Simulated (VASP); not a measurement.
An input for Quantum ESPRESSO's pw.x (written as the equivalent of a VASP run, and not itself run):

```
&CONTROL
  calculation = 'vc-relax'
  pseudo_dir = './pseudo'
  outdir = './out'
  tprnfor = .true.
  tstress = .true.
  nstep = 30
  forc_conv_thr = 0.00039
/
&SYSTEM
  ibrav = 0
  nat = 6
  ntyp = 2
  ecutwfc = 84
  occupations = 'smearing'
  smearing = 'gaussian'
  degauss = 0.003675
  input_dft = 'pbe'
/
&ELECTRONS
  conv_thr = 7.3e-09
  electron_maxstep = 100
/
&IONS
/
&CELL
  cell_dofree = 'shape'
/
ATOMIC_SPECIES
  Ti 47.867 Ti.upf
  O 15.999 O.upf
CELL_PARAMETERS angstrom
     4.5981901    0.0000000    0.0000000
     0.0000000    4.5981901    0.0000000
     0.0000000    0.0000000    2.9392357
ATOMIC_POSITIONS crystal
  Ti   0.0000000  0.0000000  1.0000000
  Ti   0.5000000  0.5000000  0.5000000
  O    0.3049498  0.3049498  0.0000000
  O    0.8049498  0.1950502  0.5000000
  O    0.1950502  0.8049498  0.5000000
  O    0.6950502  0.6950502  1.0000000
K_POINTS automatic
  5 5 7 0 0 0
```

**Question.** Translate this input to VASP (INCAR, KPOINTS, POSCAR, choice of POTCAR).

**Answer.** Several could match; the one computed here: 
### INCAR
```
SYSTEM = TiO2
PREC = Accurate
ENCUT = 520
EDIFF = 1E-7
NELM = 100
ALGO = Normal
LREAL = .FALSE.
LASPH = .TRUE.
ISMEAR = 0
SIGMA = 0.05
GGA = PE
LMAXMIX = 4
LWAVE = .FALSE.
LCHARG = .FALSE.
ISIF = 4
IBRION = 2
NSW = 30
EDIFFG = -0.01
```

### KPOINTS
```
kpoints
0
G
5 5 7
0 0 0
```

File POSCAR:
```
TiO2
1.0
  4.5981901239   0.0000000000   0.0000000000
  0.0000000000   4.5981901239   0.0000000000
  0.0000000000   0.0000000000   2.9392356565
Ti O
2 4
Cartesian
  0.0000000000   0.0000000000   2.9392356565
  2.2990950620   2.2990950620   1.4696178283
  1.4022171251   1.4022171251   0.0000000000
  3.7013121870   0.8968779369   1.4696178283
  0.8968779369   3.7013121870   1.4696178283
  3.1959729988   3.1959729988   2.9392356565
```

POTCAR, in this order: Ti_sv O (PBE.64 set). Program: vasp_std.

Limits of the translation: the potentials are each code's own (VASP's PAW set, PseudoDojo norm-conserving files in pw.x), so ENCUT and ecutwfc are chosen apart and not converted; conv_thr bounds pw.x's estimated SCF error, while EDIFF bounds the energy change between steps; forc_conv_thr acts on force components and is met together with etot_conv_thr.

The compound is TiO2 in the rutile structure. This cell is one point of a volume scan, at 0.97 of the reference volume. Symmetry was kept, so distortions that lower it aren't found.
